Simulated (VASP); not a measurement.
Data:

```
CELL_PARAMETERS angstrom
      4.10790     0.00000     0.00000
      0.00000     4.10790     0.00000
      0.00000     0.00000     4.10790
ATOMIC_POSITIONS crystal
  K  0.00000 0.00000 0.00000
  Ta 0.50000 0.50000 0.50000
  O  0.50000 0.00000 0.50000
  O  0.00000 0.50000 0.50000
  O  0.50000 0.50000 0.00000
```

The numbers are results of PBE GGA, VASP's PBE PAW potentials (set 64) (plane waves; VASP 6.6.1), not measurements. Settings: 520 eV cut-off, 6×6×6 Γ-centred mesh, Gaussian smearing of 0.050 eV, potentials K_sv Ta_pv O.

**Question.** Give the stress tensor in GPa (positive for a compressed cell).

**Answer.** 
```
-9.68   0.00   0.00
 0.00  -9.68   0.00
 0.00   0.00  -9.68
```
The pressure is its mean diagonal, -9.68 GPa.

The compound is KTaO3 in the cubic perovskite structure. This cell is one point of a volume scan, at 1.06 of the reference volume.
